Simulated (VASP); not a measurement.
## Al15CrN16 (a cell with a defect): relaxation of the atoms with PBEsol+U

Al15CrN16 (a cell with a defect):

```
Cr Al N
1.0
     6.22000    0.00000    0.00000
    -3.11000    5.38668    0.00000
     0.00000    0.00000    9.96000
Cr Al N
1 15 16
Direct
  0.33484 0.15714 0.00241
  0.33891 0.17878 0.49785
  0.33261 0.66629 0.99881
  0.33809 0.67088 0.50036
  0.83028 0.16471 0.00038
  0.83365 0.17622 0.49370
  0.83255 0.66286 0.00194
  0.83569 0.66611 0.50204
  0.17144 0.33283 0.25507
  0.16605 0.33215 0.74968
  0.16053 0.82859 0.24765
  0.16532 0.82712 0.75345
  0.67055 0.33638 0.24960
  0.65654 0.33046 0.75488
  0.67644 0.83247 0.25035
  0.66377 0.83488 0.74472
  0.32583 0.16265 0.19567
  0.33684 0.17853 0.68712
  0.33404 0.66134 0.19459
  0.32756 0.66213 0.69116
  0.83583 0.16531 0.19198
  0.84593 0.16687 0.68640
  0.83559 0.67465 0.19285
  0.84134 0.67047 0.69175
  0.15874 0.33233 0.44297
  0.17039 0.34079 0.94105
  0.17048 0.83855 0.44204
  0.16809 0.82856 0.93833
  0.65951 0.32584 0.44045
  0.67214 0.33743 0.94251
  0.65713 0.82713 0.44634
  0.66041 0.82692 0.93600
```

The cell isn't the ideal one: atoms moved at random, drawn with an rms of 0.05 Å.

- Program: VASP 6.6.1
- Task: relaxation of the atoms
- Functional: PBEsol
- Potentials or basis: VASP PAW PBE potentials, release 64 (Cr_pv, Al, N)
- Cutoff: 450 eV
- k mesh: 3 × 3 × 2
- Occupations: gaussian, width 0.03 eV
- Spin: collinear spin, ferromagnetic start
- Fixed moment: 2 μB
- Hubbard terms: Cr d U = 3 eV
- Dq: -1
- Further INCAR settings: LREAL = Auto; ALGO = Normal; EDIFF = 1e-05; ISYM = 0; IBRION = 2; EDIFFG = -0.03; NSW = 60; NELECT = 138.0

The energy gained by relaxing is 38.5 meV/atom and the ionic steps are 16. The largest force after relaxing is 0.027 eV/Å, the net moment is 2.00 μB per cell and the site moments are Cr +1.94; Al +0.00, +0.01, -0.00; N -0.01, +0.00, -0.00 μB. The valence electrons inside the program's atomic spheres are Cr 10.88; Al 0.81, 0.83, 0.82; N 3.85, 3.83, 3.84.

Forces in eV/Å, atoms in the order of the input:
```
Cr  -0.008  0.011  0.020
Al   0.007  0.001  0.008
Al   0.007 -0.003  0.000
Al   0.010 -0.005 -0.011
Al  -0.010  0.001  0.013
Al   0.012  0.011  0.008
Al  -0.014 -0.009 -0.017
Al   0.005 -0.002 -0.001
Al   0.000  0.001 -0.012
Al  -0.002  0.005  0.002
Al   0.005  0.000  0.001
Al  -0.006  0.021  0.007
Al   0.007 -0.005 -0.022
Al   0.010  0.002  0.015
Al   0.019 -0.013  0.015
Al   0.004 -0.016 -0.001
N    0.003  0.003 -0.007
N   -0.009 -0.006 -0.006
N    0.006 -0.001 -0.006
N    0.005 -0.005  0.004
N    0.001 -0.008  0.013
N   -0.015  0.006  0.015
N    0.003  0.001  0.004
N   -0.006 -0.004 -0.007
N    0.011 -0.017 -0.017
N   -0.005  0.004 -0.019
N   -0.003  0.005  0.008
N   -0.007  0.014  0.000
N   -0.007 -0.015 -0.005
N   -0.009  0.003 -0.005
N   -0.001 -0.001  0.014
N   -0.013  0.022 -0.008
```

Step by step:
```
step  energy change (eV)  largest force (eV/Å)  pressure (GPa)
   1              0.0000                2.2567            8.33
   2             -0.9377                1.3079            7.93
   3             -1.0797                0.6584            7.70
   4             -1.1841                0.2683            7.61
   5             -1.1842                0.2563            7.60
   6             -1.2080                0.1587            7.62
   7             -1.2083                0.1723            7.64
   8             -1.2205                0.1104            7.62
   9             -1.2219                0.1542            7.62
  10             -1.2276                0.0514            7.62
  11             -1.2278                0.0642            7.62
  12             -1.2293                0.0437            7.61
  13             -1.2294                0.0514            7.61
  14             -1.2306                0.0344            7.62
  15             -1.2309                0.0603            7.62
  16             -1.2317                0.0274            7.61
```

Final structure:
```
Cr Al N
1.0
     6.22000    0.00000    0.00000
    -3.11000    5.38668    0.00000
     0.00000    0.00000    9.96000
Cr Al N
1 15 16
Direct
  0.33269 0.16698 0.00288
  0.33451 0.16565 0.49760
  0.33001 0.66542 0.99901
  0.33417 0.66668 0.50022
  0.83457 0.16991 0.99885
  0.83350 0.16588 0.50008
  0.83354 0.66659 0.00061
  0.83348 0.66689 0.50026
  0.16858 0.33161 0.25095
  0.16596 0.33425 0.74910
  0.16689 0.83167 0.25092
  0.16527 0.83166 0.75112
  0.66845 0.33325 0.25113
  0.66821 0.33485 0.75104
  0.66695 0.83336 0.24828
  0.66656 0.83393 0.75134
  0.33612 0.16403 0.20905
  0.33381 0.16635 0.68957
  0.33278 0.66458 0.19176
  0.33539 0.66847 0.68896
  0.83563 0.16748 0.19164
  0.83193 0.16488 0.68885
  0.83385 0.66619 0.19283
  0.83215 0.66817 0.68926
  0.16652 0.33384 0.44269
  0.15724 0.34280 0.93366
  0.16547 0.82960 0.44275
  0.15598 0.81625 0.93804
  0.67073 0.33491 0.44290
  0.68353 0.34396 0.93802
  0.66692 0.83324 0.43939
  0.66571 0.83405 0.94137
```

Eigenvalues of the final occupation matrices:
| site | spin | trace | eigenvalues |
| --- | --- | --- | --- |
| site 1 d | 1 | 3.08 | 0.18 0.21 0.86 0.91 0.92 |
| site 1 d | 2 | 1.16 | 0.04 0.05 0.13 0.16 0.78 |

Run time: 78 min on 4 MPI ranks on Intel(R) Xeon(R) Platinum 8559C (Emerald Rapids), on a shared host, peak memory 0.77 GiB a rank.

Caveat: the k mesh is coarse (spacing up to 0.39 Å⁻¹), so the values aren't converged; the cell is charged against a uniform background, so pressure and absolute levels hang on convention; the cutoff is under 1.25 times the usual one of these potentials, so pressure, stress and relaxed cells hold a basis-set (Pulay) error; the PAW data sets were made with another functional, which shifts forces and pressure a little; the total moment is fixed, so each spin has its own Fermi level; only a ferromagnetic start was run, and an antiferromagnetic order may lie lower in energy. The state reached can hang on the start; a lower one may exist.
